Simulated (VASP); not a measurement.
The input files of a VASP run:

### POSCAR
```
Se
1
    2.0440240241    -3.5403534499     0.0000000000
    2.0440240241     3.5403534499    -0.0000000000
    0.0000000000    -0.0000000000     5.0758695168
Se
3
Direct
  1.0000000000   0.2467083397   0.6666670000
  0.7532916603   0.7532916603   1.0000000000
  0.2467083397   1.0000000000   0.3333330000
```

**KPOINTS**
```
Automatic mesh
0
Gamma
6 6 4
0 0 0
```

### INCAR
```
! general
SYSTEM   = Se
PREC     = Accurate
ENCUT    = 520   ! plane-wave cut-off (eV)
LREAL    = .FALSE.
LASPH    = .TRUE.

! electronic loop
EDIFF    = 1E-6
NELM     = 100
ALGO     = Normal
LMAXMIX  = 4

! smearing
ISMEAR   = 0   ! Gaussian
SIGMA    = 0.05

! functional
GGA      = MK
LUSE_VDW = .TRUE.
AGGAC    = 0.0
PARAM1   = 0.1234
PARAM2   = 1.0

! ions
IBRION   = 2
NSW      = 60   ! most ionic steps
ISIF     = 3
EDIFFG   = -0.02

! output
LWAVE    = .FALSE.
LCHARG   = .FALSE.
```

POTCAR, in this order: Se (PBE.64 set). Program: vasp_std.

Translate this optB86b-vdW calculation to Quantum ESPRESSO's pw.x.

One equivalent input (not run):
```
&CONTROL
  calculation = 'vc-relax'
  pseudo_dir = './pseudo'
  outdir = './out'
  tprnfor = .true.
  tstress = .true.
  nstep = 60
  forc_conv_thr = 0.00078
/
&SYSTEM
  ibrav = 0
  nat = 3
  ntyp = 1
  ecutwfc = 86
  occupations = 'smearing'
  smearing = 'gaussian'
  degauss = 0.003675
  input_dft = 'vdw-df-ob86'
/
&ELECTRONS
  conv_thr = 7.3e-08
  electron_maxstep = 100
/
&IONS
/
&CELL
/
ATOMIC_SPECIES
  Se 78.971 Se.upf
CELL_PARAMETERS angstrom
     2.0440240   -3.5403534    0.0000000
     2.0440240    3.5403534   -0.0000000
     0.0000000   -0.0000000    5.0758695
ATOMIC_POSITIONS crystal
  Se   1.0000000  0.2467083  0.6666670
  Se   0.7532917  0.7532917  1.0000000
  Se   0.2467083  1.0000000  0.3333330
K_POINTS automatic
  6 6 4 0 0 0
```
What does not carry over: the potentials are each code's own (VASP's PAW set, PseudoDojo norm-conserving files in pw.x), so ENCUT and ecutwfc are chosen apart and not converted; conv_thr bounds pw.x's estimated SCF error, while EDIFF bounds the energy change between steps; forc_conv_thr acts on force components and is met together with etot_conv_thr.

The compound is Se in the trig structure. This run relaxes it. Symmetry was kept, so distortions that lower it aren't found. The start is the result of an earlier pass.
